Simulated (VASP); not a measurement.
# Al4B3P (C2) in VASP: single point with r2SCAN

Aim: the single point of Al4B3P with r2SCAN.

Everything below comes from runs of VASP 6.6.1. Logs are shortened: lines on timing, memory, paths and dates and some standing lists are left out, and cuts for length are marked.

### Step 1. The crystal as given

The structure is monoclinic, space group C2 (No. 5). Conventional cell: a = 5.252 Å, b = 3.031 Å, c = 23.846 Å, α = 90.00°, β = 90.00°, γ = 90.00°. Al (site symmetry 1) is surrounded by 3 P at 2.61 Å and 3 Al at 2.78 to 2.79 Å. Al (site symmetry 1) is surrounded by 6 B at 2.38 to 2.42 Å and 3 P at 2.52 Å. Around Al (site symmetry 1) lie 12 B at 2.38 to 2.42 Å. Al (site symmetry 1) has 12 Al at 2.77 to 3.03 Å as nearest neighbours. B (site symmetry 1) has 3 B at 1.75 Å as nearest neighbours. B (site symmetry 1) is surrounded by 3 B at 1.75 Å. Around B (site symmetry 1) lie 3 B at 1.75 Å. Around P (site symmetry 1) lie 6 Al at 2.52 to 2.61 Å.

The cell was built by a generator and needn't be a form met in nature.

### Step 2. Single point, r2SCAN

The input, INCAR:

```
SYSTEM = Al4B3P
ALGO = Normal
EDIFF = 1E-6
ENCUT = 520
ISIF = 2
ISMEAR = 0
KPAR = 8
LASPH = .True.
LCHARG = .False.
LMIXTAU = .True.
LREAL = .False.
LWAVE = .False.
METAGGA = R2SCAN
NBANDS = 40
NELM = 150
PREC = Accurate
SIGMA = 0.1
```

The input, KPOINTS:

```
k-points
0
Gamma
  8 8 2
  0 0 0
```

The input, POSCAR:

```
Al4B3P                                  
1.0
    2.6258003088     -1.5152938806      0.0001539818
    2.6258003088      1.5152938806      0.0001539818
   -0.0013072327      0.0000000000     23.8457699723
  Al              B               P             
     8     6     2
Direct
     0.3171524459038033    0.3469991923316702    0.8641498183724535
     0.9886473131456358    0.0144056095388210    0.2929948360595801
     0.9855943904611790    0.0113526868543640    0.7070051639404201
     0.9892086281956572    0.0125436926937216    0.4308253503884842
     0.9874563073062784    0.0107913718043426    0.5691746496115158
     0.6530008076683299    0.6828475540961967    0.1358501816275464
     0.6502527203274090    0.6818249110782344    0.9548914031659753
     0.3181750889217655    0.3497472796725911    0.0451085968340246
     0.3225724782091701    0.3470819482642714    0.3630189042367074
     0.6559340045266581    0.6804336108658151    0.3606129539441832
     0.6529180517357285    0.6774275217908298    0.6369810957632924
     0.3195663891341848    0.3440659954733420    0.6393870460558168
     0.6552951302092727    0.6780562224688997    0.4992872168849199
     0.3219437775311004    0.3447048697907273    0.5007127831150802
     0.6521785228944552    0.6789210661706329    0.7830021728874551
     0.3210789338293673    0.3478214771055448    0.2169978271125449
```

Potentials or basis: VASP PAW PBE potentials, release 64 (Al, B, P).

Command:

```sh
> cat potpaw_PBE.64/Al/POTCAR potpaw_PBE.64/B/POTCAR potpaw_PBE.64/P/POTCAR > POTCAR
> mpirun -np 8 vasp_std > vasp.out
```

OUTCAR:

```text
SYSTEM = Al4B3P
   EDIFF = 1E-6
   ENCUT = 520
   ISIF = 2
   ISMEAR = 0
   LASPH = .True.
   LREAL = .False.
   METAGGA = R2SCAN
   NELM = 150
   PREC = Accurate

 ion  position               nearest neighbor table
   1  0.317  0.347  0.864-  15 2.61  15 2.61  15 2.61   7 2.78   7 2.78   7 2.79
   2  0.989  0.014  0.293-  10 2.38  10 2.38  10 2.38   9 2.42   9 2.42   9 2.42  16 2.52  16 2.52
                            16 2.52   4 3.29
   3  0.986  0.011  0.707-  12 2.38  12 2.38  12 2.38  11 2.42  11 2.42  11 2.42  15 2.52  15 2.52
                            15 2.52   5 3.29
   4  0.989  0.013  0.431-   9 2.38   9 2.38   9 2.39  13 2.39  13 2.39  13 2.40  14 2.41  14 2.42
                            14 2.42  10 2.42  10 2.42  10 2.42   2 3.29   5 3.30
   5  0.987  0.011  0.569-  11 2.38  11 2.38  11 2.39  14 2.39  14 2.39  14 2.40  13 2.41  13 2.42
                            13 2.42  12 2.42  12 2.42  12 2.42   3 3.29   4 3.30
   6  0.653  0.683  0.136-  16 2.61  16 2.61  16 2.61   8 2.78   8 2.78   8 2.79
   7  0.650  0.682  0.955-   8 2.77   8 2.78   8 2.78   1 2.78   1 2.78   1 2.79
   8  0.318  0.350  0.045-   7 2.77   7 2.78   7 2.78   6 2.78   6 2.78   6 2.79
   9  0.323  0.347  0.363-  10 1.75  10 1.75  10 1.75   4 2.38   4 2.38   4 2.39   2 2.42   2 2.42
                             2 2.42
  10  0.656  0.680  0.361-   9 1.75   9 1.75   9 1.75   2 2.38   2 2.38   2 2.38   4 2.42   4 2.42
                             4 2.42
  11  0.653  0.677  0.637-  12 1.75  12 1.75  12 1.75   5 2.38   5 2.38   5 2.39   3 2.42   3 2.42
                             3 2.42
  12  0.320  0.344  0.639-  11 1.75  11 1.75  11 1.75   3 2.38   3 2.38   3 2.38   5 2.42   5 2.42
                             5 2.42
  13  0.655  0.678  0.499-  14 1.75  14 1.75  14 1.75   4 2.39   4 2.39   4 2.40   5 2.41   5 2.42
                             5 2.42
  14  0.322  0.345  0.501-  13 1.75  13 1.75  13 1.75   5 2.39   5 2.39   5 2.40   4 2.41   4 2.42
                             4 2.42
  15  0.652  0.679  0.783-   3 2.52   3 2.52   3 2.52   1 2.61   1 2.61   1 2.61
  16  0.321  0.348  0.217-   2 2.52   2 2.52   2 2.52   6 2.61   6 2.61   6 2.61

  LATTYP: Found a base centered orthorhombic cell.
 ALAT       =     3.0305877612
 B/A-ratio  =     1.7328653847
 C/A-ratio  =     7.8683647817

  Lattice vectors:

 A1 = (  -2.6258003088,  -1.5152938806,  -0.0001539818)
 A2 = (   2.6258003088,  -1.5152938806,   0.0001539818)
 A3 = (  -0.0013072327,   0.0000000000,  23.8457699723)

Analysis of symmetry for initial positions (statically):
=====================================================================
 Subroutine PRICEL returns:
 Original cell was already a primitive cell.

 Routine SETGRP: Setting up the symmetry group for a
 base centered orthorhombic supercell.

 Subroutine GETGRP returns: Found  2 space group operations
 (whereof  2 operations were pure point group operations)
 out of a pool of  8 trial point group operations.

The static configuration has the point symmetry C_2 .

[... 156 lines left out ...]
   EFERMI_NEDOS =   21; number of points for ismear=-14 and -15
   IALGO  =     38    algorithm
   IMIX   =      4    mixing-type and parameters
     AMIX     =   0.40;   BMIX     =  1.00
     AMIX_MAG =   1.60;   BMIX_MAG =  1.00
  volume/ion in A,a.u.               =      11.86        80.03
  Fermi-wavevector in a.u.,A,eV,Ry     =   1.063349  2.009439 15.384269  1.130712
  Thomas-Fermi vector in A             =   2.198831
   LORBIT       =      0    0 simple, 1 ext, 2 COOP (PROOUT), +10 PAW based schemes
   METAGGA = R2SCAN    functional components
   LHFCALC =     F    Hartree Fock is set to
   AEXX    =    0.0000 exact exchange contribution
   IVDW    =     0    specifies the selected vdW correction
   LEPSILON=     F    determine dielectric tensor
   LRPA    =     F    only Hartree local field effects (RPA)
 non-spin polarized calculation
 Gauss-broadening in eV      SIGMA  =   0.10
  energy-cutoff  :      520.00
  volume of cell :      189.76
 maximum number of plane-waves:      5155
   NGX = 11   NGY = 11   NGZ = 89

 number of electron      52.0000000 magnetization

 Free energy of the ion-electron system (eV)
  ---------------------------------------------------
  ext. energy  EPLUGINS =         0.00000000
  ---------------------------------------------------
  free energy    TOTEN  =      -115.11530880 eV

  energy without entropy =     -115.09093229  energy(sigma->0) =     -115.10312054

 E-fermi :   9.0445     XC(G=0): -11.7320

 val. band max:        9.0310778831   @ k =   0.3750   0.1250   0.0000
 cond. band min:       9.0661989355   @ k =   0.3750   0.0000   0.5000
 fundamental gap:      0.0351210524
 Fermi energy:         9.0444551898

 k-point     1 :       0.0000    0.0000    0.0000
  band No.  band energies     occupation
      1      -7.3420      2.00000
      2      -6.8894      2.00000
      3      -6.2662      2.00000
      4      -5.7001      2.00000
      5      -5.4387      2.00000
      6      -2.2647      2.00000
[... 973 lines left out ...]
     37      14.0137      0.00000
     38      14.3923      0.00000

 [... further k-points ...]

 [bands above 38 left out]

------------------------ aborting loop because EDIFF is reached ----------------------------------------

  FORCE on cell =-STRESS in cart. coord.  units (eV):
  Direction    XX          YY          ZZ          XY          YZ          ZX
  --------------------------------------------------------------------------------------
  -------------------------------------------------------------------------------------
  Total       -3.0095228     -3.0552942     -3.6997934      0.0000000      0.0000000     -0.0007952
  in kB      -25.4102133    -25.7966735    -31.2383540      0.0000000      0.0000000     -0.0067142
  external PRESSURE =     -27.4817469 kB  Pullay stress =       0.0000000 kB

 VOLUME and BASIS-vectors are now :
 -----------------------------------------------------------------------------
  energy-cutoff  :      520.00
  volume of cell :      189.76
      direct lattice vectors                 reciprocal lattice vectors
     2.625800309 -1.515293881  0.000153982     0.190418135 -0.329968996  0.000010439
     2.625800309  1.515293881  0.000153982     0.190418135  0.329968996  0.000010439
    -0.001307233  0.000000000 23.845769972    -0.000002459  0.000000000  0.041936159

 POSITION                                       TOTAL-FORCE (eV/Angst)
 -----------------------------------------------------------------------------------
      1.74280      0.04523     20.60642         0.003120     -0.000795     -0.049522
      2.63343     -1.47626      6.98684        -0.001021      0.000627     -0.109985
      2.61686     -1.47626     16.85924         0.001021      0.000627      0.109985
      2.62984     -1.47993     10.27352        -0.000762      0.000557     -0.000818
      2.62046     -1.47993     13.57256         0.000762      0.000557      0.000818
      3.50749      0.04523      3.23966        -0.003120     -0.000795      0.049522
[... 8 lines left out ...]
      3.49418      0.04052     18.67149        -0.001460     -0.000020     -0.058626
      1.75612      0.04052      5.17458         0.001460     -0.000020      0.058626
 -----------------------------------------------------------------------------------
    total drift:                               -0.000000     -0.000626      0.000000

  FREE ENERGIE OF THE ION-ELECTRON SYSTEM (eV)
  ---------------------------------------------------
  free  energy   TOTEN  =      -115.1153087967 eV

  energy  without entropy=     -115.0909322880  energy(sigma->0) =     -115.10312054
```

OSZICAR:

```text
N       E                     dE             d eps       ncg     rms          rms(c)
DAV:   1     0.803346283438E+02    0.80335E+02   -0.21847E+04  3360   0.116E+03
DAV:   2    -0.114732407810E+03   -0.19507E+03   -0.18480E+03  4264   0.184E+02
DAV:   3    -0.126816152797E+03   -0.12084E+02   -0.11852E+02  4304   0.420E+01
[... 32 lines left out ...]
DAV:  36    -0.115115293562E+03    0.29888E-05   -0.14431E-05  3944   0.181E-02    0.172E-02
DAV:  37    -0.115115301285E+03   -0.77229E-05   -0.13693E-06  1952   0.564E-03    0.152E-02
DAV:  38    -0.115115310656E+03   -0.93707E-05   -0.50241E-06  3744   0.107E-02    0.131E-02
DAV:  39    -0.115115309179E+03    0.14768E-05   -0.51668E-07  1816   0.380E-03    0.636E-03
DAV:  40    -0.115115308797E+03    0.38210E-06   -0.14071E-06  1992   0.548E-03
   1 F= -.11511531E+03 E0= -.11510312E+03  d E =-.243765E-01
```

stdout:

```text
POSCAR found type information on POSCAR AlB P
 POSCAR found :  3 types and      16 ions
 scaLAPACK will be used
 -----------------------------------------------------------------------------
|                                                                             |
|           W    W    AA    RRRRR   N    N  II  N    N   GGGG   !!!           |
|           W    W   A  A   R    R  NN   N  II  NN   N  G    G  !!!           |
|           W    W  A    A  R    R  N N  N  II  N N  N  G       !!!           |
[... 20 lines left out ...]
 -----------------------------------------------------------------------------

 LDA part: xc-table for (None), standard interpolation
 POSCAR, INCAR and KPOINTS ok, starting setup
 FFT: planning ... GRIDC
 FFT: planning ... GRID_SOFT
 FFT: planning ... GRID
 WAVECAR not read
 entering main loop
```

Wall time 5.7 min (8 MPI ranks of AMD EPYC 9R45 (Zen 5), shared host); peak memory 0.5 GiB.

What came out:

- Free energy: -115.1153 eV
- Pressure: -2.7 GPa
- Largest force: 0.110 eV/Å
- Band gap on the k mesh: none (metal or under the smearing width)

Forces in eV/Å, atoms in the order of the input:
```
Al   0.003 -0.001 -0.050
Al  -0.001  0.001 -0.110
Al   0.001  0.001  0.110
Al  -0.001  0.001 -0.001
Al   0.001  0.001  0.001
Al  -0.003 -0.001  0.050
Al   0.002 -0.002 -0.010
Al  -0.002 -0.002  0.010
B    0.000  0.000  0.042
B   -0.004  0.000 -0.043
B    0.000  0.000 -0.042
B    0.004  0.000  0.043
B   -0.001  0.002 -0.017
B    0.001  0.002  0.017
P   -0.001  0.000 -0.059
P    0.001  0.000  0.059
```

Stress tensor (GPa, compression positive):
```
-2.54  0.00  0.00
 0.00 -2.58  0.00
 0.00  0.00 -3.12
```

Caveat: the PAW data sets were made with another functional, which shifts forces and pressure a little.
